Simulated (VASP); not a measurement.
**A VASP study of TePb (optB86b-vdW): structure first, properties next**

Aim: relax TePb with optB86b-vdW, compute its properties on that cell and hold them against experiment. The steps: relaxing cell and atoms (optB86b-vdW), second relaxation, single point with fields (optB86b-vdW), band structure (optB86b-vdW), density of states (optB86b-vdW), vibrations at Γ (optB86b-vdW), response to an electric field (optB86b-vdW) and independent-particle dielectric function (optB86b-vdW). Left out of this account: 1 further run (relaxation: it shows nothing beyond the runs told). The start is a cell from a database of measured crystal structures.

Program: VASP 6.6.1. Level of theory: optB86b-vdW; plane waves and PAW (Te, Pb_d). Results are calculated unless marked as measured.

**Measured values to reproduce.**

“Correlated local dipoles in PbTe” (2017, arxiv:1709.02863) reports for PbTe, rocksalt, by single-crystal x-ray diffraction (melt-grown single-crystal fragment, about 42 um across, 125 K): lattice constant a (cubic lattice constant a at 125 K) 6.4397 ± 0.0001 Å.

For PbTe, rock salt (bulk crystal, 5 K), “Lattice Properties of PbX (X = S, Se, Te): Experimental Studies and ab initio Calculations Including Spin-Orbit Effects” (2008, arxiv:0808.3152) quotes earlier work: infrared mode (TO at Gamma) 18 cm⁻¹ [soft, strongly anharmonic mode near a ferroelectric instability].

Report form: the programs' logs are mostly left out.

**1. The starting structure**

Before any relaxation, the start is as follows. It takes space group Fm-3m (No. 225, cubic). Conventional cell: a = 6.462 Å, b = 6.462 Å, c = 6.462 Å, α = 90.00°, β = 90.00°, γ = 90.00°. Nearest to Te lie 6 Pb at 3.23 Å. Nearest to Pb lie 6 Te at 3.23 Å. Farther neighbours and most contacts between anions are not listed.

**2. Relaxing cell and atoms (optB86b-vdW)**

The start need not lie at this functional's minimum. ISIF = 3 frees volume, shape and positions, and EDIFFG sets the threshold on forces and stress at which the search stops. optB86b-vdW pairs nonlocal correlation with a less repulsive exchange of B86b form. LUSE_VDW switches on a nonlocal correlation term for dispersion.

INCAR reads:

```
SYSTEM = TePb
PREC = Accurate
ENCUT = 400
EDIFF = 1E-06
NELM = 100
ISMEAR = 0
SIGMA = 0.05
LREAL = .FALSE.
ALGO = Normal
GGA = MK
AGGAC = 0
LUSE_VDW = .TRUE.
PARAM1 = 0.1234
PARAM2 = 1
LASPH = .TRUE.
NBANDS = 16
LORBIT = 11
LWAVE = .FALSE.
LCHARG = .FALSE.
KPAR = 2
IBRION = 2
NSW = 60
ISIF = 3
EDIFFG = -0.01
```

POSCAR reads:

```
TePb
1.0
    0.0000000000      3.2310000000      3.2310000000
    3.2310000000      0.0000000000      3.2310000000
    3.2310000000      3.2310000000      0.0000000000
Te Pb
1 1
Direct
    0.5000000000      0.5000000000      0.5000000000
    0.0000000000      0.0000000000      0.0000000000
```

KPOINTS reads:

```
Automatic mesh
0
Gamma
7 7 7
0 0 0
```

Potentials, in the order of the species: Te and Pb_d (PBE family, release 64).

Run with:

```
$ mpirun -np 2 vasp_std
```

Elapsed: 2.5 min, on 2 MPI ranks of Intel Xeon Platinum 8488C (Sapphire Rapids), shared host; peak memory 0.69 GiB.

The gap is read on the k-mesh alone, so it is an upper bound where the band edges lie off the mesh. The PAW data sets were made with PBE, which is usual practice but a small mismatch for other functionals. The run keeps the 48 symmetry operations of its start, so it cannot find a distortion of lower symmetry.

Step by step:

```
step  energy less that of the first step (eV)  largest force (eV/Å)  pressure (GPa)  volume (Å³)
   1                                   0.0000                0.0000            0.83        67.46
   2                                  -0.0029                0.0000           -0.29        69.19
   3                                  -0.0033                0.0000            0.00        68.73
```

```
conventional cell, symmetrised  before  after  change
                         a (Å)   6.462  6.502  +0.6 %
                         b (Å)   6.462  6.502  +0.6 %
                         c (Å)   6.462  6.502  +0.6 %
              volume (Å³/atom)   33.73  34.37  +1.9 %
```

The relaxed structure:

```xyz
2
Lattice="0.0000 3.2512 3.2512 3.2512 0.0000 3.2512 3.2512 3.2512 0.0000" Properties=species:S:1:pos:R:3 pbc="T T T"
Te    3.2512    3.2512    3.2512
Pb    0.0000    0.0000    0.0000
```

Numbers from this step:

- electrons: 20
- bands: 16
- irreducible k-points: 20
- symmetry operations: 48
- free energy (TOTEN): -2.580 eV
- Fermi energy: 5.383 eV
- pressure: 0.001447 GPa
- metallic: no
- valence top at k: 0.4286, 0, 0
- conduction bottom at k: 0.4286, 0, 0
- least direct gap at k: 0.4286, 0, 0
- SCF cycles over all ionic steps: 26
- gap on the k-mesh: 1.035 eV
- least direct gap on the k-mesh: 1.035 eV

It ends with forces that vanish by symmetry and a pressure of 0.00 GPa. The volume lies +1.9 % from that of the database's start.

**3. Second relaxation**

A relaxation keeps the plane waves of the cell it began with, so it is repeated from the new cell, on a basis made for it.

INCAR is that of step 2.

POSCAR reads:

```
TePb
1.0
    0.0000000000      3.2511734240      3.2511734240
    3.2511734240      0.0000000000      3.2511734240
    3.2511734240      3.2511734240      0.0000000000
Te Pb
1 1
Direct
    0.5000000000      0.5000000000      0.5000000000
    0.0000000000      0.0000000000      0.0000000000
```

KPOINTS is that of step 2.

Run with:

```
$ mpirun -np 2 vasp_std
```

Elapsed: 53 s, on 2 MPI ranks; peak memory 0.68 GiB; 1.7 min of CPU time.

Little changed from the start: no atom moved by 0.005 Å and no cell edge by 0.1 %.

Numbers from this step:

```yaml
free_energy_toten: -2.581 eV
pressure: 0.003888 GPa
scf_cycles_over_all_ionic_steps: 12
```

It ends with forces that vanish by symmetry and a pressure of 0.00 GPa. The volume moved by under 0.01 %: the run met its threshold at the first step.

**4. Single point with fields (optB86b-vdW)**

The relaxed cell gets a fresh self-consistent run, on a basis set for its own volume, to fix the density and to check the remaining stress.

Edit INCAR of step 3 so:

```diff
@@ -18,7 +18,5 @@
 LWAVE = .FALSE.
-LCHARG = .FALSE.
-KPAR = 2
-IBRION = 2
-NSW = 60
-ISIF = 3
-EDIFFG = -0.01
+LCHARG = .TRUE.
+ISIF = 2
+LELF = .TRUE.
+LVHAR = .TRUE.
```

POSCAR is that of step 3.

KPOINTS is that of step 3.

Run with:

```
$ mpirun -np 2 vasp_std
```

The job ended after 31 s (2 MPI ranks; peak memory 0.52 GiB).

Numbers from this step:

| Property | Result |
| --- | --- |
| SCF cycles | 12 |

Valence electrons inside each PAW sphere by angular momentum. Sphere charges, by row:

```
atom  s (e)  p (e)  d (e)  tot (e)
 Te1  1.375  1.995  0.017    3.387
 Pb2  1.453  0.575  9.829    11.86
```

Valence density in the ac plane of the conventional cell at fractional y = 0.000, with atoms of Te and Pb within 0.2 Å of it. It is the smooth field of the valence electrons, not physical close to the nuclei.

Values in e/Å³, 10 rows by 16 columns, each cell a mean:
```
 5.0  2.7  0.7  0.2  0.2  0.4  0.5  0.2  0.1  0.4  0.4  0.2  0.2  0.4  1.7  4.2
 0.7  0.4  0.2  0.1  0.1  0.2  0.3  0.4  0.4  0.3  0.2  0.1  0.1  0.1  0.3  0.6
 0.2  0.2  0.1  0.1  0.0  0.1  0.1  0.2  0.2  0.2  0.1  0.1  0.1  0.1  0.1  0.2
 0.5  0.4  0.3  0.1  0.1  0.2  0.5  1.1  1.3  0.7  0.2  0.1  0.1  0.2  0.4  0.5
-0.1  0.4  0.5  0.3  0.2  0.4  2.2  5.3  6.2  3.4  0.8  0.2  0.2  0.4  0.5  0.1
 0.1  0.4  0.4  0.2  0.2  0.4  1.7  4.2  5.0  2.7  0.7  0.2  0.2  0.4  0.5  0.2
 0.4  0.3  0.2  0.1  0.1  0.1  0.3  0.6  0.7  0.4  0.2  0.1  0.1  0.2  0.3  0.4
 0.2  0.2  0.1  0.1  0.1  0.1  0.1  0.2  0.2  0.2  0.1  0.1  0.0  0.1  0.1  0.2
 1.3  0.7  0.2  0.1  0.1  0.2  0.4  0.5  0.5  0.4  0.3  0.1  0.1  0.2  0.5  1.1
 6.2  3.4  0.8  0.2  0.2  0.4  0.5  0.1 -0.1  0.4  0.5  0.3  0.2  0.4  2.2  5.3
```
Columns run along a (6.5 Å), rows up along c (6.5 Å), edges of the conventional cell, whose origin can differ from the input's. Atoms in or near the plane, at fractional coordinates: Te at (0.50, 0.00), Te at (0.00, 0.50), Pb at (0.00, 0.00), Pb at (0.50, 0.50).

ELF in the ac plane of the conventional cell at fractional y = 0.000, with atoms of Te and Pb within 0.2 Å of it. It is the smooth field of the valence electrons, not physical close to the nuclei.

Values, 10 rows by 16 columns, each cell a mean:
```
0.24 0.37 0.44 0.27 0.48 0.79 0.83 0.74 0.70 0.80 0.84 0.64 0.29 0.36 0.43 0.27
0.41 0.37 0.25 0.15 0.27 0.57 0.75 0.81 0.81 0.79 0.67 0.39 0.15 0.20 0.33 0.40
0.48 0.43 0.30 0.15 0.09 0.17 0.29 0.36 0.37 0.33 0.21 0.10 0.10 0.23 0.39 0.47
0.83 0.82 0.74 0.48 0.19 0.24 0.39 0.43 0.43 0.42 0.31 0.18 0.33 0.67 0.81 0.84
0.63 0.78 0.84 0.67 0.31 0.39 0.41 0.22 0.27 0.31 0.45 0.29 0.50 0.81 0.83 0.69
0.70 0.80 0.84 0.64 0.29 0.36 0.43 0.27 0.24 0.37 0.44 0.27 0.48 0.79 0.83 0.74
0.81 0.79 0.67 0.39 0.15 0.20 0.33 0.40 0.41 0.37 0.25 0.15 0.27 0.57 0.75 0.81
0.37 0.33 0.21 0.10 0.10 0.23 0.39 0.47 0.48 0.43 0.30 0.15 0.09 0.17 0.29 0.36
0.43 0.42 0.31 0.18 0.33 0.67 0.81 0.84 0.83 0.82 0.74 0.48 0.19 0.24 0.39 0.43
0.27 0.31 0.45 0.29 0.50 0.81 0.83 0.69 0.63 0.78 0.84 0.67 0.31 0.39 0.41 0.22
```
Columns run along a (6.5 Å), rows up along c (6.5 Å), edges of the conventional cell, whose origin can differ from the input's. Atoms in or near the plane, at fractional coordinates: Te at (0.50, 0.00), Te at (0.00, 0.50), Pb at (0.00, 0.00), Pb at (0.50, 0.50).

Electrostatic potential energy in the ac plane of the conventional cell at fractional y = 0.000, with atoms of Te and Pb within 0.2 Å of it. With pseudopotentials it is smooth inside the atoms' cores, unlike the true potential.

Ten even steps from '_' (-94 eV) to '@' (3 eV), each cell a mean:
```
__::**@@@@@@##--____..++@@@@@@##--__
--++##@@@@@@@@**--::==%%@@@@@@%%**--
##%%@@@@@@@@@@@@####%%@@@@@@@@@@%%##
@@@@@@@@@@@@@@@@@@@@@@@@@@@@@@@@@@@@
@@@@@@@@@@@@@@@@@@@@@@@@@@@@@@@@@@@@
@@@@@@@@@@@@@@@@@@%%@@@@@@@@@@@@@@@@
++##%%@@@@@@@@##**++##%%@@@@@@@@%%++
..--##@@@@@@%%++::..--##@@@@@@%%==..
__..++@@@@@@##--____..++%%@@@@##::__
__..++@@@@@@##--____::**@@@@@@##--__
::==%%@@@@@@%%**----++##@@@@@@@@**--
##%%@@@@@@@@@@%%####%%@@@@@@@@@@@@##
@@@@@@@@@@@@@@@@@@@@@@@@@@@@@@@@@@@@
@@@@@@@@@@@@@@@@@@@@@@@@@@@@@@@@@@@@
%%@@@@@@@@@@@@@@@@@@@@@@@@@@@@@@@@@@
++##%%@@@@@@@@%%++++##%%@@@@@@@@##**
..--##@@@@@@%%==....--##@@@@@@%%++::
__..++%%@@@@##::____..++@@@@@@##--__
```
Columns run along a (6.5 Å; values clipped at the 3rd and 97th percentile), rows up along c (6.5 Å), edges of the conventional cell, whose origin can differ from the input's. Atoms in or near the plane, at fractional coordinates: Te at (0.50, 0.00), Te at (0.00, 0.50), Pb at (0.00, 0.00), Pb at (0.50, 0.50).

In this run the pressure is 0.00 GPa, small enough to go on.

**5. Band structure (optB86b-vdW)**

Levels along the symmetry lines show where the bands peak and cross; KPOINTS_OPT computes them in the converged potential.

Edit INCAR of step 4 so:

```diff
@@ -15,8 +15,6 @@
 LASPH = .TRUE.
-NBANDS = 16
+NBANDS = 22
 LORBIT = 11
 LWAVE = .FALSE.
-LCHARG = .TRUE.
-ISIF = 2
-LELF = .TRUE.
-LVHAR = .TRUE.
+LCHARG = .FALSE.
+KPAR = 2
```

POSCAR is that of step 4.

KPOINTS is that of step 4.

KPOINTS_OPT reads:

```
Line mode
16
Line-mode
Reciprocal
  0.00000000   0.00000000   0.00000000 GAMMA
  0.50000000   0.00000000   0.50000000 X

  0.50000000   0.00000000   0.50000000 X
  0.50000000   0.25000000   0.75000000 W

  0.50000000   0.25000000   0.75000000 W
  0.37500000   0.37500000   0.75000000 K

  0.37500000   0.37500000   0.75000000 K
  0.00000000   0.00000000   0.00000000 GAMMA

  0.00000000   0.00000000   0.00000000 GAMMA
  0.50000000   0.50000000   0.50000000 L

  0.50000000   0.50000000   0.50000000 L
  0.62500000   0.25000000   0.62500000 U

  0.62500000   0.25000000   0.62500000 U
  0.50000000   0.25000000   0.75000000 W

  0.50000000   0.25000000   0.75000000 W
  0.50000000   0.50000000   0.50000000 L

  0.50000000   0.50000000   0.50000000 L
  0.37500000   0.37500000   0.75000000 K

  0.62500000   0.25000000   0.62500000 U
  0.50000000   0.00000000   0.50000000 X
```

Run with:

```
$ mpirun -np 2 vasp_std
```

The job ended after 1.8 min (2 MPI ranks; peak memory 0.69 GiB; 3.6 min of CPU time).

Spin-orbit coupling is off here; with elements this heavy it splits and shifts levels by tenths of an eV or more.

This step gave:

| Quantity | Value |
| --- | --- |
| bands | 22 |
| Fermi energy | 5.404 eV |
| pressure | -0.003551 GPa |
| least gap on mesh and path | 0.7729 eV |
| least direct gap on mesh and path | 0.7729 eV |
| valence top at k | 0.5, 0.5, 0.5 |
| conduction bottom at k | 0.5, 0.5, 0.5 |
| least direct gap at k | 0.5, 0.5, 0.5 |

Electronic bands along the path, in eV, zero at the valence-band top; v1 is the highest filled band, c1 the lowest empty one:

```
          point     v4     v3     v2     v1    c1    c2    c3    c4
              Γ  -5.69  -1.25  -1.25  -1.25  4.02  4.02  4.02  5.89
0.53 of the way  -6.95  -2.11  -2.11  -1.62  2.87  4.09  4.52  4.52
              X  -7.31  -4.32  -2.67  -2.67  3.43  5.37  5.37  6.58
0.53 of the way  -7.69  -4.11  -3.03  -1.65  3.46  4.10  5.74  6.14
              W  -7.96  -3.63  -3.63  -0.31  1.68  5.24  5.24  6.80
0.47 of the way  -7.94  -3.85  -3.11  -0.89  2.31  4.63  5.68  5.89
              K  -7.94  -3.95  -2.18  -1.99  3.56  3.75  5.19  5.87
0.53 of the way  -7.17  -2.22  -0.69  -0.14  1.44  1.76  4.17  6.04
              Γ  -5.69  -1.25  -1.25  -1.25  4.02  4.02  4.02  5.89
0.53 of the way  -7.15  -1.07  -1.07  -0.57  1.99  2.34  2.34  6.14
              L  -8.52  -0.80  -0.80   0.00  0.77  1.32  1.32  8.43
0.47 of the way  -8.35  -2.49  -1.40  -1.06  2.02  2.22  3.60  6.96
              U  -7.94  -3.95  -2.18  -1.99  3.56  3.75  5.19  5.87
0.53 of the way  -7.94  -3.85  -3.11  -0.89  2.31  4.63  5.68  5.89
              W  -7.96  -3.63  -3.63  -0.31  1.68  5.24  5.24  6.80
0.47 of the way  -8.24  -2.76  -2.59  -0.40  1.39  3.76  4.16  6.82
              L  -8.52  -0.80  -0.80   0.00  0.77  1.32  1.32  8.43
0.47 of the way  -8.35  -2.49  -1.40  -1.06  2.02  2.22  3.60  6.96
              K  -7.94  -3.95  -2.18  -1.99  3.56  3.75  5.19  5.87
      jump to U  -7.94  -3.95  -2.18  -1.99  3.56  3.75  5.19  5.87
0.53 of the way  -7.49  -4.24  -2.56  -2.50  3.69  4.90  5.01  6.40
              X  -7.31  -4.32  -2.67  -2.67  3.43  5.37  5.37  6.58
```

Of the projections kept (Te, Pb), the largest for each band there; the rest of the weight can lie on other orbitals:

```
point       v4       v3       v2       v1       c1       c2       c3       c4
    Γ  Pb 0.63  Te 0.80  Te 0.80  Te 0.80  Pb 0.77  Pb 0.77  Pb 0.77  Te 0.61
    X  Pb 0.86  Te 0.64  Te 0.70  Te 0.70  Te 0.54  Pb 0.59  Pb 0.59  Te 0.60
    W  Pb 0.97  Te 0.66  Te 0.66  Te 0.83  Pb 0.85  Te 0.73  Te 0.73  Pb 0.74
    K  Pb 0.94  Te 0.65  Te 0.72  Te 0.61  Te 0.54  Pb 0.61  Pb 0.72  Te 0.64
    Γ  Pb 0.63  Te 0.80  Te 0.80  Te 0.80  Pb 0.77  Pb 0.77  Pb 0.77  Te 0.61
    L  Pb 0.92  Te 0.95  Te 0.95  Te 0.61  Pb 0.66  Pb 0.91  Pb 0.91  Te 0.79
```

The path lowers the gap by 0.26 eV against the mesh alone, so a band edge lies off the mesh.

**6. Density of states (optB86b-vdW)**

A density of states needs more k-points than a total energy; ISMEAR = -5 takes tetrahedra, and LORBIT projects the states on the PAW spheres. The mesh is finer than in the run before.

Edit INCAR of step 5 so:

```diff
@@ -5,3 +5,3 @@
 NELM = 100
-ISMEAR = 0
+ISMEAR = -5
 SIGMA = 0.05
@@ -20 +20,2 @@
 KPAR = 2
+NEDOS = 2001
```

POSCAR is that of step 5.

KPOINTS reads:

```
Automatic mesh
0
Gamma
11 11 11
0 0 0
```

Run with:

```
$ mpirun -np 2 vasp_std
```

Elapsed: 77 s, on 2 MPI ranks; peak memory 0.75 GiB.

Numbers from this step:

| Item | Value |
| --- | --- |
| irreducible k-points | 56 |
| free energy (TOTEN) | -2.579 eV |
| Fermi energy | 5.232 eV |
| pressure | 0.01092 GPa |
| valence top at k | 0.4545, 0, 0 |
| conduction bottom at k | 0.4545, 0, 0 |
| least direct gap at k | 0.4545, 0, 0 |
| gap on the k-mesh | 0.8870 eV |
| least direct gap on the k-mesh | 0.8870 eV |

The density of states has structure finer than the step of the table below, so its rows give means over 0.5 eV, whole bins alone (the curve runs from -12.0 to 7.60 eV). Peaks (eV: height): total -10.19: 3.38, -8.02: 2.70, -0.44: 2.79, 3.74: 2.28; Te p -1.22: 0.788, -0.44: 1.04, 4.28: 0.363; Pb p -2.45: 0.236, 1.72: 0.693, 3.81: 0.486; Pb s -8.02: 1.62, -0.44: 0.278; Te s -10.19: 2.16.

States under -12.0 eV and over 7.6 eV are left out. Table of density of states by energy, zero at the valence-band top; means over each step; values in states/eV/cell:

```
energy (eV)    total     Te p     Pb p     Pb s     Te s     Te d
      -11.5    0.378   7.4e-4  0.00147   0.0571    0.169        0
      -11.0    0.779  0.00233  0.00623   0.0883    0.390        0
      -10.5     1.84  0.00316   0.0199   0.0893     1.09   1.3e-4
      -10.0    0.997   4.9e-4  0.00785   0.0213    0.641   8.3e-5
       -9.5        0        0        0        0        0        0
       -9.0        0        0        0        0        0        0
       -8.5    0.211  0.00906   2.7e-4    0.121  0.00481   1.2e-4
       -8.0     1.91   0.0610  0.00340     1.13   0.0876  0.00329
       -7.5     1.18   0.0300  0.00348    0.657    0.143  0.00218
       -7.0    0.429   0.0121  0.00197    0.215   0.0866   3.0e-4
       -6.5    0.201  0.00484  0.00101   0.0995   0.0492   8.4e-6
       -6.0   0.0780  0.00115   2.7e-4   0.0398   0.0218        0
       -5.5  0.00158   9.4e-6        0   8.2e-4   4.7e-4        0
       -5.0        0        0        0        0        0        0
       -4.5  0.00202   4.6e-4   2.6e-4   6.0e-6        0        0
       -4.0    0.351   0.0814   0.0446  0.00235   5.5e-4   2.9e-4
       -3.5    0.773    0.189   0.0966  0.00632  0.00252  0.00113
       -3.0     1.20    0.316    0.147   0.0129  0.00559  0.00230
       -2.5     1.81    0.522    0.215   0.0198  0.00822  0.00360
       -2.0     1.91    0.594    0.206   0.0306   0.0110  0.00461
       -1.5     1.99    0.682    0.182   0.0461   0.0126  0.00491
       -1.0     1.92    0.722    0.122   0.0753   0.0111  0.00468
       -0.5     1.93    0.720   0.0819    0.183   0.0116  0.00520
        0.0    0.134   0.0477  0.00487   0.0180   9.9e-4   3.2e-4
        0.5        0        0        0        0        0        0
        1.0   0.0831  0.00482   0.0212   7.4e-4  0.00732  0.00139
        1.5     1.27   0.0721    0.400  0.00960   0.0706   0.0276
        2.0     1.72    0.133    0.569   0.0167   0.0584   0.0415
        2.5     1.35    0.161    0.419   0.0187   0.0319   0.0333
        3.0     1.26    0.190    0.366   0.0188   0.0216   0.0315
        3.5     1.61    0.253    0.398   0.0191   0.0170   0.0482
        4.0     1.84    0.328    0.432   0.0150  0.00875   0.0572
        4.5     1.50    0.316    0.304   0.0118  0.00621   0.0512
        5.0     1.41    0.267    0.300  0.00930  0.00668   0.0455
        5.5     1.43    0.191    0.258  0.00542  0.00538   0.0583
        6.0     1.20    0.122    0.192  0.00269  0.00438   0.0571
        6.5     1.11   0.0462    0.121  0.00122  0.00410   0.0751
        7.0    0.829   0.0191   0.0522   4.9e-4  0.00269   0.0714
```

The gap on this mesh is 0.89 eV, over the 0.77 eV of the band run, since this mesh misses a band edge. In the top eV of the valence band the largest shares in the PAW spheres are Te p 37 % and Pb s 8 %; in the lowest eV of the conduction band, Pb p 32 %, Te p 6 % and Te s 5 %. The rest lies in smaller channels or between the spheres.

**7. Vibrations at Γ (optB86b-vdW)**

Zone-centre modes test whether the atoms sit at a minimum within this cell. IBRION = 6 takes the force constants from differences of forces between displaced cells, so the forces must be tight.

INCAR reads:

```
SYSTEM = TePb
PREC = Accurate
ENCUT = 400
EDIFF = 1E-08
NELM = 100
ISMEAR = 0
SIGMA = 0.05
LREAL = .FALSE.
ALGO = Normal
GGA = MK
AGGAC = 0
LUSE_VDW = .TRUE.
PARAM1 = 0.1234
PARAM2 = 1
LASPH = .TRUE.
NBANDS = 16
LORBIT = 11
LWAVE = .FALSE.
LCHARG = .FALSE.
KPAR = 2
IBRION = 6
NFREE = 2
POTIM = 0.015
ISIF = 2
NSW = 1
```

POSCAR is that of step 6.

KPOINTS reads:

```
Automatic mesh
0
Gamma
12 12 12
0 0 0
```

Run with:

```
$ mpirun -np 2 vasp_std
```

The job ended after 6.6 min (2 MPI ranks; peak memory 1 GiB; 13 min of CPU time).

The last energy, forces, stress and levels in OUTCAR belong to the last displaced cell, not to the cell of POSCAR.

Numbers from this step:

```yaml
bands: 16
irreducible_k_points: 72
pressure_of_the_cell: 0.02417 GPa
largest_force_of_the_cell: 0 eV/Å
```

Transverse limit, no LO-TO splitting. The modes at Γ (shares of kinetic energy by element, %):

```
mode  frequency (cm⁻¹)  symmetry  Te %  Pb %
   1              -0.4  acoustic    39    61
   2              -0.4  acoustic    39    61
   3              -0.4  acoustic    39    61
   4              42.3       T1u    61    39
   5              42.3       T1u    61    39
   6              42.3       T1u    61    39
```

Displacements in mode 6 (42.3 cm⁻¹), the largest set to 1:
```
Te1  0.00  1.00  1.00
Pb2  0.00 -0.63 -0.63
```

The three acoustic modes lie within 0.4 cm⁻¹ of zero, and all others are real. By the characters of their eigenvectors the optical modes sort into (cm⁻¹) infrared active: T1u 42.

[end of part 1 of 2]

[Lines on the potential files, build, host, timing and source positions are cut from VASP's logs without a mark.]

[Logs are printed without paths, hosts, clocks, repeated set-up lines and the standing remarks that a program may print on its own settings, such as how far it seeks lower states.]

[Hosts, paths, dates, database ids (printed as entryN), source tags and the programs' standing remarks are cut or masked in the printed files.]

[A measured line is paired with the nearest computed mode of its activity, which favours agreement.]
